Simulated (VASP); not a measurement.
# LiB2C2 (P1) in VASP: reference runs

Reference runs on LiB2C2: the cell as given.

Everything below comes from runs of VASP 6.6.1. Logs are shortened: lines on timing, memory, paths and dates and some standing lists are left out, and cuts for length are marked.

## (1) The undisturbed crystal

The typed cell holds 5 atoms: a = 2.715 Å, b = 2.715 Å, c = 7.118 Å, α = 90.00°, β = 90.00°, γ = 120.00°.

The cell comes from a database or a generator and needn't be the stable form of this composition.

## (2) Single point, PBE (all atoms moved at random, sigma 0.15 Å a component)

INCAR

```
  PREC = Accurate
  ENCUT = 520
  EDIFF = 1E-7
  ISMEAR = -1
  SIGMA = 0.05
  LREAL = F
  LASPH = T
  NELM = 80
  ALGO = Normal
  ISIF = 2
  LWAVE = F
  LCHARG = F
  GGA = PE
  NBANDS = 16
```

KPOINTS

```
regular mesh
0
Gamma
  11 11 4
```

POSCAR

```
LiB2C2
1.0
    2.7146442900      0.0000000000      0.0000000000
   -1.3573221400      2.3509509200      0.0000000000
    0.0000000000      0.0000000000      7.1180530000
Li B C
1 2 2
Direct
    0.9887590000      0.0036281700      0.4760599200
    0.4019159000      0.6961612600      0.7432770000
    0.5631441200      0.3161092200      0.2523678100
    0.3474540200      0.6882751200      0.2796696000
    0.6987269500      0.2958262300      0.7486256800
```

Potentials or basis: VASP PAW PBE potentials, release 64 (Li_sv, B, C).

The run is started by

```sh
$ cat potpaw_PBE.64/Li_sv/POTCAR potpaw_PBE.64/B/POTCAR potpaw_PBE.64/C/POTCAR > POTCAR
$ mpirun -np 1 vasp_std > vasp.out
```

OUTCAR:

```text
PREC = Accurate
   ENCUT = 520
   EDIFF = 1E-7
   ISMEAR = -1
   LREAL = F
   LASPH = T
   NELM = 80
   ISIF = 2
   GGA = PE

 ion  position               nearest neighbor table
   1  0.989  0.004  0.476-   4 2.06   3 2.09   4 2.11   4 2.13   3 2.28   2 2.35   3 2.36
   2  0.402  0.696  0.743-   5 1.41   5 1.65   5 1.66   1 2.35
   3  0.563  0.316  0.252-   4 1.41   4 1.51   4 1.85   1 2.09   1 2.28   1 2.36
   4  0.347  0.688  0.280-   3 1.41   3 1.51   3 1.85   1 2.06   1 2.11   1 2.13
   5  0.699  0.296  0.749-   2 1.41   2 1.65   2 1.66

  LATTYP: Found a hexagonal cell.
 ALAT       =     2.7146442900
 C/A-ratio  =     2.6220941824

  Lattice vectors:

 A1 = (   2.7146442900,   0.0000000000,   0.0000000000)
 A2 = (  -1.3573221400,   2.3509509200,   0.0000000000)
 A3 = (   0.0000000000,   0.0000000000,   7.1180530000)

Analysis of symmetry for initial positions (statically):
=====================================================================
 Subroutine PRICEL returns:
 Original cell was already a primitive cell.

 Routine SETGRP: Setting up the symmetry group for a
 hexagonal supercell.

 Subroutine GETGRP returns: Found  1 space group operations
 (whereof  1 operations were pure point group operations)
 out of a pool of 24 trial point group operations.

The static configuration has the point symmetry C_1 .

Analysis of symmetry for dynamics (positions and initial velocities):
=====================================================================
 Subroutine PRICEL returns:
 Original cell was already a primitive cell.

 Routine SETGRP: Setting up the symmetry group for a
 hexagonal supercell.

 Subroutine GETGRP returns: Found  1 space group operations
 (whereof  1 operations were pure point group operations)
 out of a pool of 24 trial point group operations.

The dynamic configuration has the point symmetry C_1 .

 Subroutine INISYM returns: Found  1 space group operations
 (whereof  1 operations are pure point group operations),
 and found     1 'primitive' translations

----------------------------------------------------------------------------------------

                                     Primitive cell

  volume of cell :      45.4274

  direct lattice vectors                    reciprocal lattice vectors
     2.714644290  0.000000000  0.000000000     0.368372388  0.212679896  0.000000000
    -1.357322140  2.350950920  0.000000000     0.000000000  0.425359794  0.000000000
     0.000000000  0.000000000  7.118053000     0.000000000  0.000000000  0.140487855

  length of vectors
     2.714644290  2.714644290  7.118053000     0.425359794  0.425359794  0.140487855

  position of ions in fractional coordinates (direct lattice)
     0.988759000  0.003628170  0.476059920
     0.401915900  0.696161260  0.743277000
     0.563144120  0.316109220  0.252367810
     0.347454020  0.688275120  0.279669600
     0.698726950  0.295826230  0.748625680

  ion indices of the primitive-cell ions
   primitive index   ion index
                 1           1
                 2           2
                 3           3
                 4           4
                 5           5

----------------------------------------------------------------------------------------

 KPOINTS: regular mesh

Automatic generation of k-mesh.
 Grid dimensions read from file:
 generate k-points for:   11   11    4

 Generating k-lattice:

  Cartesian coordinates                     Fractional coordinates (reciprocal lattice)
     0.033488399  0.019334536  0.000000000     0.090909091  0.000000000  0.000000000
     0.000000000  0.038669072  0.000000000     0.000000000  0.090909091  0.000000000
     0.000000000  0.000000000  0.035121964     0.000000000  0.000000000  0.250000000

  Length of vectors
     0.038669072  0.038669072  0.035121964

  Shift w.r.t. Gamma in fractional coordinates (k-lattice)
     0.000000000  0.000000000  0.000000000

 Subroutine IBZKPT returns following result:
 ===========================================

 Found    243 irreducible k-points:

 Following reciprocal coordinates:
            Coordinates               Weight
  0.000000  0.000000  0.000000      1.000000
  0.090909 -0.000000  0.000000      2.000000
  0.000000  0.090909  0.000000      2.000000
 -0.090909  0.090909  0.000000      2.000000
  0.181818  0.000000  0.000000      2.000000
  0.000000  0.181818  0.000000      2.000000
[... 16 lines left out ...]
 -0.181818  0.272727  0.000000      2.000000
  0.090909  0.181818  0.000000      2.000000
 [... further k-points ...]
   k-points           NKPTS =    243   k-points in BZ     NKDIM =    243   number of bands    NBANDS=     16
   number of dos      NEDOS =    301   number of ions     NIONS =      5
   total plane-waves  NPLWV =  21600
   dimension x,y,z NGX =    20 NGY =   20 NGZ =   54
   dimension x,y,z NGXF=    40 NGYF=   40 NGZF=  108
   ions per type =               1   2   2
   NGX,Y,Z   is equivalent  to a cutoff of  12.25, 12.25, 12.61 a.u.
   NGXF,Y,Z  is equivalent  to a cutoff of  24.50, 24.50, 25.22 a.u.
 SYSTEM =  unknown system
   PREC   = accura    normal or accurate (medium, high low for compatibility)
   ISTART =      0    job   : 0-new  1-cont  2-samecut
   ICHARG =      2    charge: 1-file 2-atom 10-const
   ISPIN  =      1    spin polarized calculation?
   LNONCOLLINEAR =      F non collinear calculations
   LSORBIT =      F    spin-orbit coupling
   LASPH  =      T    aspherical Exc in radial PAW
   ENCUT  =  520.0 eV  38.22 Ry    6.18 a.u.   5.05  5.05 13.23*2*pi/ulx,y,z
   NELM   =     80;   NELMIN=  2; NELMDL= -5     # of ELM steps
   EDIFF  = 0.1E-06   stopping-criterion for ELM
   LREAL  =      F    real-space projection
   EDIFFG = 0.1E-05   stopping-criterion for IOM
   NSW    =      0    number of steps for IOM
   IBRION =     -1    ionic relax: 0-MD 1-quasi-New 2-CG
   NFREE  =      0    steps in history (QN), initial steepest desc. (CG)
   ISIF   =      2    stress and relaxation
   ISYM   =      2    0-nonsym 1-usesym 2-fastsym
   POTIM  = 0.5000    time-step for ionic-motion
   TEBEG  =    0.0;   TEEND  =   0.0 temperature during run
   PSTRESS=    0.0 pullay stress
   NELECT =      17.0000    total number of electrons
   NUPDOWN=      -1.0000    fix difference up-down
   EMIN   =  10.00;   EMAX   =-10.00  energy-range for DOS
   EFERMI =   0.00;   METHOD = LEGACY
   ISMEAR =    -1;   SIGMA  =   0.05  broadening in eV -4-tet -1-fermi 0-gaus
   EFERMI_NEDOS =   21; number of points for ismear=-14 and -15
   IALGO  =     38    algorithm
   IMIX   =      4    mixing-type and parameters
     AMIX     =   0.40;   BMIX     =  1.00
     AMIX_MAG =   1.60;   BMIX_MAG =  1.00
  volume/ion in A,a.u.               =       9.09        61.31
  Fermi-wavevector in a.u.,A,eV,Ry     =   1.179737  2.229380 18.936311  1.391780
  Thomas-Fermi vector in A             =   2.316042
   LORBIT       =      0    0 simple, 1 ext, 2 COOP (PROOUT), +10 PAW based schemes
   GGA     = PE    functional components
   LHFCALC =     F    Hartree Fock is set to
   AEXX    =    0.0000 exact exchange contribution
   IVDW    =     0    specifies the selected vdW correction
   LEPSILON=     F    determine dielectric tensor
   LRPA    =     F    only Hartree local field effects (RPA)
 non-spin polarized calculation
  energy-cutoff  :      520.00
  volume of cell :       45.43
 maximum number of plane-waves:      1242
   NGX = 11   NGY = 11   NGZ = 27

 number of electron      17.0000004 magnetization

 Free energy of the ion-electron system (eV)
  ---------------------------------------------------
  ext. energy  EPLUGINS =         0.00000000
  ---------------------------------------------------
  free energy    TOTEN  =       -32.76912258 eV

  energy without entropy =      -32.76094334  energy(sigma->0) =      -32.76503296

 E-fermi :   2.8853     XC(G=0):  -9.9914

 val. band max:        2.8788552696   @ k =   0.4545   0.3636   0.5000
 cond. band min:       2.8864842595   @ k =   0.0909   0.3636   0.0000
 fundamental gap:      0.0076289899
 Fermi energy:         2.8852556824

 k-point     1 :       0.0000    0.0000    0.0000
  band No.  band energies     occupation
      1     -42.0515      2.00000
      2     -11.4851      2.00000
      3     -10.8886      2.00000
      4      -2.5665      2.00000
      5      -0.6396      2.00000
      6       0.4890      2.00000
[... 8 lines left out ...]
     15      14.3035      0.00000
     16      14.9762      0.00000

 k-point     2 :       0.0909   -0.0000    0.0000
  band No.  band energies     occupation
      1     -42.0472      2.00000
      2     -11.3300      2.00000
      3     -10.7308      2.00000
      4      -2.4133      2.00000
      5      -0.4672      2.00000
      6       0.3133      2.00000
[... 8 lines left out ...]
     15      14.8539      0.00000
     16      15.0266      0.00000

 k-point     3 :       0.0000    0.0909    0.0000
  band No.  band energies     occupation
      1     -42.0473      2.00000
      2     -11.3373      2.00000
      3     -10.7366      2.00000
      4      -2.3990      2.00000
      5      -0.4638      2.00000
      6       0.1237      2.00000
[... 8 lines left out ...]
     15      13.9908      0.00000
     16      14.9972      0.00000

 k-point     4 :      -0.0909    0.0909    0.0000
  band No.  band energies     occupation
      1     -42.0473      2.00000
      2     -11.3383      2.00000
      3     -10.7317      2.00000
      4      -2.4015      2.00000
      5      -0.4713      2.00000
      6       0.1103      2.00000
[... 8 lines left out ...]
     15      14.7236      0.00000
     16      14.8909      0.00000
[... 324 lines left out ...]
 k-point    22 :      -0.2727    0.1818    0.0000
  band No.  band energies     occupation
      1     -42.0264      2.00000
      2     -10.4509      2.00000
      3      -9.7967      2.00000
      4      -1.7265      2.00000
      5      -1.3056      2.00000
      6      -0.0624      2.00000
[... 8 lines left out ...]
     15      14.9914      0.00000
     16      15.4864      0.00000

 k-point    23 :      -0.1818    0.2727    0.0000
  band No.  band energies     occupation
      1     -42.0266      2.00000
      2     -10.4861      2.00000
      3      -9.8244      2.00000
      4      -1.9470      2.00000
      5      -1.3392      2.00000
      6      -0.3895      2.00000
[... 8 lines left out ...]
     15      15.0441      0.00000
     16      15.6317      0.00000

 k-point    24 :       0.0909    0.1818    0.0000
  band No.  band energies     occupation
      1     -42.0263      2.00000
      2     -10.4433      2.00000
      3      -9.8362      2.00000
      4      -1.6653      2.00000
      5      -1.2675      2.00000
      6      -0.6393      2.00000
[... 8 lines left out ...]
     15      14.4665      0.00000
     16      15.2342      0.00000

 [... further k-points ...]

------------------------ aborting loop because EDIFF is reached ----------------------------------------

  FORCE on cell =-STRESS in cart. coord.  units (eV):
  Direction    XX          YY          ZZ          XY          YZ          ZX
  --------------------------------------------------------------------------------------
  -------------------------------------------------------------------------------------
  Total       -0.0623147      5.0041077      1.7275470     -1.4284831      0.2766461     -1.1976437
  in kB       -2.1977744    176.4897613     60.9288164    -50.3811380      9.7570250    -42.2396674
  external PRESSURE =      78.4069345 kB  Pullay stress =       0.0000000 kB

 VOLUME and BASIS-vectors are now :
 -----------------------------------------------------------------------------
  energy-cutoff  :      520.00
  volume of cell :       45.43
      direct lattice vectors                 reciprocal lattice vectors
     2.714644290  0.000000000  0.000000000     0.368372388  0.212679896  0.000000000
    -1.357322140  2.350950920  0.000000000     0.000000000  0.425359794  0.000000000
     0.000000000  0.000000000  7.118053000     0.000000000  0.000000000  0.140487855

 POSITION                                       TOTAL-FORCE (eV/Angst)
 -----------------------------------------------------------------------------------
      2.67920      0.00853      3.38862         0.014730      0.012452      1.061408
      0.14614      1.63664      5.29069        -0.060136     -4.615181      0.873924
      1.09967      0.74316      1.79637         4.292331     -0.574480      0.076542
      0.00900      1.61810      1.99070        -4.186826      0.566414     -1.177508
      1.49526      0.69547      5.32876        -0.060099      4.610796     -0.834365
 -----------------------------------------------------------------------------------
    total drift:                               -0.000080     -0.000265      0.000218

  FREE ENERGIE OF THE ION-ELECTRON SYSTEM (eV)
  ---------------------------------------------------
  free  energy   TOTEN  =       -32.7691225757 eV

  energy  without entropy=      -32.7609433368  energy(sigma->0) =      -32.76503296
```

Wall time 2.4 min (1 thread of Intel Xeon Platinum 8488C (Sapphire Rapids), shared host); peak memory 0.26 GiB.

Results:

* Free energy: -32.7691 eV
* Largest force: 4.698 eV/Å
* Band gap on the k mesh: none (metal or under the smearing width)

Forces in eV/Å, atoms in the order of the input:
```
Li   0.015  0.012  1.061
B   -0.060 -4.615  0.874
B    4.292 -0.574  0.077
C   -4.187  0.566 -1.178
C   -0.060  4.611 -0.834
```

Caveat: the cutoff is under 1.25 times the usual one of these potentials, so pressure, stress and relaxed cells hold a basis-set (Pulay) error; forces of over 1 eV/Å show positions far from the minimum, so gaps and moduli don't describe the material at rest.
